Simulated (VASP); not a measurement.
Level of theory: PBEsol GGA, VASP's PBE PAW potentials (set 64) (plane waves; VASP).

VASP input:

INCAR:
```
LREAL = .False.
LCHARG = .True.
GGA = PS
ISIF = 2   # forces and stress, cell fixed
ISMEAR = -5
NEDOS = 601
LASPH = .True.   # aspherical one-centre terms
ALGO = Normal   # blocked Davidson
ENCUT = 520   # plane-wave cut-off (eV)
NELM = 100   # most electronic steps
LMAXMIX = 4   # l cut-off of mixed one-centre charges
SYSTEM = CrB
LORBIT = 11   # lm-projected
LEFG = .True.
LWAVE = .False.
PREC = Accurate
EDIFF = 1E-7   # SCF stop (eV)
```

**KPOINTS**
```
Automatic mesh
0
Gamma
13 13 12
0 0 0
```

POSCAR:
```
CrB
1.0
  1.4456558498  -3.8873869600   0.0000000000
  1.4456558498   3.8873869600   0.0000000000
  0.0000000000   0.0000000000   2.8936098211
Cr B
2 2
Cart
  1.4456558498  -2.7561650711   0.7234024553
  1.4456558498   2.7561650711   2.1702073658
  1.4456558498  -0.5073021432   0.7234024553
  1.4456558498   0.5073021432   2.1702073658
```

POTCAR, in this order: Cr_pv B (PBE.64 set). Program: vasp_std.

What VASP printed:

### OSZICAR
```
       N       E                     dE             d eps       ncg     rms          rms(c)
DAV:   1     0.297547481592E+03    0.29755E+03   -0.17368E+04 13042   0.187E+03
DAV:   2    -0.266953270137E+02   -0.32424E+03   -0.31636E+03 13089   0.518E+02
DAV:   3    -0.455998529925E+02   -0.18905E+02   -0.18247E+02 15838   0.128E+02
DAV:   4    -0.460854222094E+02   -0.48557E+00   -0.47873E+00 16153   0.189E+01
DAV:   5    -0.460966982365E+02   -0.11276E-01   -0.11239E-01 17654   0.262E+00    0.332E+01
DAV:   6    -0.391304207760E+02    0.69663E+01   -0.12867E+02 15710   0.105E+02    0.120E+01
DAV:   7    -0.369290916994E+02    0.22013E+01   -0.20197E+01 15844   0.467E+01    0.358E+00
DAV:   8    -0.368777517896E+02    0.51340E-01   -0.52996E-01 14682   0.658E+00    0.129E+00
DAV:   9    -0.368685390058E+02    0.92128E-02   -0.49848E-02 16933   0.156E+00    0.370E-01
DAV:  10    -0.368670841969E+02    0.14548E-02   -0.94803E-03 16497   0.107E+00    0.447E-02
DAV:  11    -0.368670978909E+02   -0.13694E-04   -0.27586E-04 15776   0.186E-01    0.248E-02
DAV:  12    -0.368670948557E+02    0.30352E-05   -0.48301E-05 17327   0.676E-02    0.883E-03
DAV:  13    -0.368670937226E+02    0.11331E-05   -0.59952E-06 17914   0.236E-02    0.140E-03
DAV:  14    -0.368670937318E+02   -0.92309E-08   -0.18591E-07 10706   0.367E-03
   1 F= -.36867094E+02 E0= -.36867094E+02  d E =0.000000E+00
```

### OUTCAR
```
------------------------ aborting loop because EDIFF is reached ----------------------------------------
  FORCE on cell =-STRESS in cart. coord.  units (eV):
  Direction    XX          YY          ZZ          XY          YZ          ZX
  --------------------------------------------------------------------------------------
  Total        0.0322781     -0.0131133      0.0268783      0.0000000      0.0000000      0.0000000
  in kB        1.5901046     -0.6459946      1.3240982      0.0000000      0.0000000      0.0000000
  external PRESSURE =       0.7560694 kB  Pullay stress =       0.0000000 kB
  volume of cell :       32.52
      direct lattice vectors                 reciprocal lattice vectors
     1.445655850 -3.887386960  0.000000000     0.345863782 -0.128621103  0.000000000
     1.445655850  3.887386960  0.000000000     0.345863782  0.128621103  0.000000000
     0.000000000  0.000000000  2.893609821     0.000000000  0.000000000  0.345589095
 POSITION                                       TOTAL-FORCE (eV/Angst)
 -----------------------------------------------------------------------------------
      1.44566     -2.75617      0.72340         0.000000      0.025072      0.000000
      1.44566      2.75617      2.17021         0.000000     -0.025072     -0.000000
      1.44566     -0.50730      0.72340         0.000000     -0.001588      0.000000
      1.44566      0.50730      2.17021         0.000000      0.001588      0.000000
 -----------------------------------------------------------------------------------
    total drift:                                0.000000      0.000000      0.000000
  FREE ENERGIE OF THE ION-ELECTRON SYSTEM (eV)
  ---------------------------------------------------
  free  energy   TOTEN  =       -36.8670937318 eV

  energy  without entropy=      -36.8670937318  energy(sigma->0) =      -36.86709373

 total charge

# of ion       s       p       d       tot
------------------------------------------
    1        0.358   6.467   4.391  11.216
    2        0.358   6.467   4.391  11.216
    3        0.707   1.306   0.000   2.013
    4        0.707   1.306   0.000   2.013
--------------------------------------------------
tot          2.130  15.547   8.782  26.459
```
(Selected blocks of OUTCAR.)

For a metal the tetrahedron method with Blöchl corrections gives inexact stress and forces.

The compound is CrB in the sg63 structure. It was relaxed first, which changed the volume by -5 %. The run is not spin-polarised, so no magnetic state was tried.
